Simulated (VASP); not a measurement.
The system is CaSc.

```
Ca Sc
1.0
     0.00000    3.23187    3.23187
     3.23187    0.00000    3.23187
     3.23187    3.23187    0.00000
Ca Sc
1 1
Direct
  0.50000 0.50000 0.50000
  0.00000 0.00000 0.00000
```

The cell was built by a generator and needn't be a form met in nature.

- Program: VASP 6.6.1
- Task: relaxation of cell and atoms
- Functional: RPBE
- Potentials or basis: VASP PAW PBE potentials, release 64 (Ca_sv, Sc_sv)
- Cutoff: 600 eV
- k mesh: 7 × 7 × 7
- Occupations: methfessel-paxton, width 0.1 eV
- Spin: no spin polarisation

At the start: pressure 1.2 GPa; volume 33.76 Å³/atom.

Problem. Where does the relaxation end?

Solution. Over 4 steps the energy falls by 7.7 meV/atom and the volume is 35.82 Å³/atom (+6.1 %); space group Fm-3m (No. 225, to 0.05 Å).

The path:
| step | energy change (eV) | largest force (eV/Å) | pressure (GPa) | volume (Å³) |
| --- | --- | --- | --- | --- |
| 1 | 0.0000 | 0.0000 | 1.25 | 67.51 |
| 2 | -0.0134 | 0.0000 | 0.43 | 70.11 |
| 3 | -0.0154 | 0.0000 | -0.03 | 71.74 |
| 4 | -0.0154 | 0.0000 | 0.00 | 71.63 |

Final structure:
```yaml
crystal:
  lattice:
    - [0.00000, 3.29632, 3.29632]
    - [3.29632, 0.00000, 3.29632]
    - [3.29632, 3.29632, 0.00000]
  atoms:
    - { symbol: Ca, position: [0.50000, 0.50000, 0.50000] }
    - { symbol: Sc, position: [0.00000, 0.00000, 0.00000] }
```

Caveat: the PAW data sets were made with another functional, which shifts forces and pressure a little.
